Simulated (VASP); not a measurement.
Level of theory: r2SCAN meta-GGA, VASP's PBE PAW potentials (set 64) (plane waves; VASP 6.6.1).

VASP ran on this input.

**INCAR**
```
SYSTEM = Be(001) slab
EDIFF = 1E-5   # SCF stop (eV)
LDIPOL = .TRUE.
LWAVE = .TRUE.
LMIXTAU = .TRUE.
DIPOL = 0.5 0.5 0.5
IDIPOL = 3
ENCUT = 400
METAGGA = R2SCAN
NELM = 100   # most electronic steps
NELMIN = 4
ISMEAR = 1
LREAL = .FALSE.   # projection in real space or not
ALGO = Normal
LCHARG = .FALSE.
IBRION = 2
ISIF = 2
NSW = 50   # most ionic steps
PREC = Normal
EDIFFG = -0.03   # ionic stop
SIGMA = 0.1
LASPH = .TRUE.
```

### POSCAR
```
Be(001) slab
1.0
  2.2659438307   0.0000000000   0.0000000000
 -1.1329719153   1.9623647481   0.0000000000
  0.0000000000   0.0000000000  25.6068859028
Be
6
Direct
  0.6666670000   0.3333330000   0.3956880000
  0.3333330000   0.6666670000   0.3261460000
  0.6666670000   0.3333330000   0.5347710000
  0.3333330000   0.6666670000   0.4652290000
  0.6666670000   0.3333330000   0.6738540000
  0.3333330000   0.6666670000   0.6043120000
```

### KPOINTS
```
Automatic mesh
0
Gamma
14 14 1
0 0 0
```

POTCAR, in this order: Be (PBE.64 set). Program: vasp_std.

### Question
Estimate the energy per atom (σ→0), band gap (on the k-mesh).

### Answer

```json
{
 "energy per atom (σ→0)": "-4.176 eV/atom",
 "band gap (on the k-mesh)": "none (metal, semimetal or under 0.01 eV)"
}
```

### OSZICAR
```
...
       N       E                     dE             d eps       ncg     rms          rms(c)
DAV:   1    -0.250533603458E+02   -0.38214E-03   -0.19261E-02   492   0.862E-01    0.308E-02
DAV:   2    -0.250533409123E+02    0.19434E-04   -0.57168E-04   544   0.188E-01    0.155E-02
DAV:   3    -0.250534330079E+02   -0.92096E-04   -0.10186E-04   588   0.677E-02    0.598E-03
DAV:   4    -0.250534618405E+02   -0.28833E-04   -0.18863E-05   418   0.354E-02    0.232E-03
DAV:   5    -0.250534424569E+02    0.19384E-04   -0.89347E-06   402   0.287E-02    0.129E-03
DAV:   6    -0.250534406422E+02    0.18147E-05   -0.68721E-06   398   0.295E-02
  10 F= -.25053441E+02 E0= -.25053849E+02  d E =-.453811E-03
```

The cell is a thin slab with vacuum, built from Be (hcp): (001) face.
